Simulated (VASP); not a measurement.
Calculation: r2SCAN meta-GGA, VASP's PBE PAW potentials (set 64) (plane waves; VASP 6.6.1).

VASP input:

KPOINTS_OPT:
```
k-points along high-symmetry lines
10
Line-mode
Reciprocal
  0.000000   0.000000   0.000000 ! GAMMA
  0.500000   0.000000   0.500000 ! X

  0.500000   0.000000   0.500000 ! X
  0.625000   0.250000   0.625000 ! U

  0.375000   0.375000   0.750000 ! K
  0.000000   0.000000   0.000000 ! GAMMA

  0.000000   0.000000   0.000000 ! GAMMA
  0.500000   0.500000   0.500000 ! L

  0.500000   0.500000   0.500000 ! L
  0.500000   0.250000   0.750000 ! W

  0.500000   0.250000   0.750000 ! W
  0.500000   0.000000   0.500000 ! X
```

File KPOINTS:
```
Automatic mesh
0
Gamma
14 14 14
0 0 0
```

POSCAR:
```
TiSi
1
    0.0000000000     2.5442305790     2.5442305790
    2.5442305790     0.0000000000     2.5442305790
    2.5442305790     2.5442305790     0.0000000000
Ti Si
1 1
Direct
  0.0000000000   0.0000000000   0.0000000000
  0.5000000000   0.5000000000   0.5000000000
```

**INCAR**
```
ALGO  =  Normal
EDIFF  =  1E-7
ENCUT  =  400
ISIF  =  2
ISMEAR  =  -5
LASPH  =  .True.
LCHARG  =  .False.
LMAXMIX  =  4
LMIXTAU  =  .True.
LORBIT  =  11
LREAL  =  .False.
LWAVE  =  .False.
METAGGA  =  R2SCAN
NEDOS  =  601
NELM  =  100
PREC  =  Accurate
SYSTEM  =  TiSi
```

POTCAR, in this order: Ti_sv Si (PBE.64 set). Program: vasp_std.

Output of the run:

### OSZICAR
```
       N       E                     dE             d eps       ncg     rms          rms(c)
DAV:   1     0.859824880830E+02    0.85982E+02   -0.71909E+03  2508   0.122E+03
DAV:   2    -0.216778629407E+02   -0.10766E+03   -0.10377E+03  2556   0.325E+02
DAV:   3    -0.281279183467E+02   -0.64501E+01   -0.62338E+01  3856   0.780E+01
DAV:   4    -0.283527280342E+02   -0.22481E+00   -0.22315E+00  3156   0.129E+01
DAV:   5    -0.283628517992E+02   -0.10124E-01   -0.10126E-01  3688   0.248E+00    0.133E+01
DAV:   6    -0.226553542884E+02    0.57075E+01   -0.17150E+01  3292   0.612E+01    0.412E+00
DAV:   7    -0.226168511487E+02    0.38503E-01   -0.25363E+00  2880   0.204E+01    0.318E+00
DAV:   8    -0.225268522095E+02    0.89999E-01   -0.11855E+00  2972   0.881E+00    0.191E+00
DAV:   9    -0.226214040673E+02   -0.94552E-01   -0.16709E-01  2984   0.358E+00    0.124E+00
DAV:  10    -0.226507803500E+02   -0.29376E-01   -0.17713E-01  2900   0.480E+00    0.221E-01
DAV:  11    -0.226514300108E+02   -0.64966E-03   -0.76648E-03  2732   0.104E+00    0.203E-01
DAV:  12    -0.226518493336E+02   -0.41932E-03   -0.41658E-03  2652   0.567E-01    0.739E-02
DAV:  13    -0.226529933372E+02   -0.11440E-02   -0.10036E-03  3204   0.327E-01    0.301E-02
DAV:  14    -0.226529099935E+02    0.83344E-04   -0.21859E-04  3040   0.189E-01    0.180E-02
DAV:  15    -0.226529375467E+02   -0.27553E-04   -0.54606E-06  3092   0.247E-02    0.125E-02
DAV:  16    -0.226529296967E+02    0.78500E-05   -0.30724E-05  2952   0.676E-02    0.597E-03
DAV:  17    -0.226529617855E+02   -0.32089E-04   -0.23564E-06  2948   0.193E-02    0.136E-03
DAV:  18    -0.226529492152E+02    0.12570E-04   -0.16947E-07  2448   0.560E-03    0.447E-04
DAV:  19    -0.226529520501E+02   -0.28349E-05   -0.59326E-08  1416   0.284E-03    0.274E-04
DAV:  20    -0.226529493163E+02    0.27338E-05   -0.35672E-08  1360   0.257E-03    0.113E-04
DAV:  21    -0.226529508181E+02   -0.15019E-05   -0.81029E-09  1316   0.106E-03    0.103E-04
DAV:  22    -0.226529498919E+02    0.92619E-06   -0.23608E-09  1308   0.614E-04    0.800E-05
DAV:  23    -0.226529498605E+02    0.31436E-07   -0.39582E-10  1288   0.244E-04
   1 F= -.22652950E+02 E0= -.22652950E+02  d E =0.000000E+00
       N       E                     dE             ncg
```

**OUTCAR**
```
------------------------ aborting loop because EDIFF is reached ----------------------------------------
  FORCE on cell =-STRESS in cart. coord.  units (eV):
  Direction    XX          YY          ZZ          XY          YZ          ZX
  --------------------------------------------------------------------------------------
  Total        0.0068353      0.0068353      0.0068353      0.0000000      0.0000000      0.0000000
  in kB        0.3324820      0.3324820      0.3324820      0.0000000      0.0000000      0.0000000
  external PRESSURE =       0.3324820 kB  Pullay stress =       0.0000000 kB
  volume of cell :       32.94
      direct lattice vectors                 reciprocal lattice vectors
     0.000000000  2.544230579  2.544230579    -0.196523068  0.196523068  0.196523068
     2.544230579  0.000000000  2.544230579     0.196523068 -0.196523068  0.196523068
     2.544230579  2.544230579  0.000000000     0.196523068  0.196523068 -0.196523068
 POSITION                                       TOTAL-FORCE (eV/Angst)
 -----------------------------------------------------------------------------------
      0.00000      0.00000      0.00000        -0.000000      0.000000     -0.000000
      2.54423      2.54423      2.54423         0.000000     -0.000000      0.000000
 -----------------------------------------------------------------------------------
    total drift:                                0.000000     -0.000000     -0.000000
  FREE ENERGIE OF THE ION-ELECTRON SYSTEM (eV)
  ---------------------------------------------------
  free  energy   TOTEN  =       -22.6529498605 eV

  energy  without entropy=      -22.6529498605  energy(sigma->0) =      -22.65294986

 total charge

# of ion       s       p       d       tot
------------------------------------------
    1        2.163   6.131   1.964  10.259
    2        0.800   0.985   0.000   1.786
--------------------------------------------------
tot          2.964   7.117   1.964  12.045
```
(Selected blocks of OUTCAR.)

For a metal the tetrahedron method with Blöchl corrections gives inexact stress and forces.

The structure was generated: TiSi was put into the rock salt type (Fm-3m), which need not be its known phase. It was relaxed first, which changed the volume by -34 %.
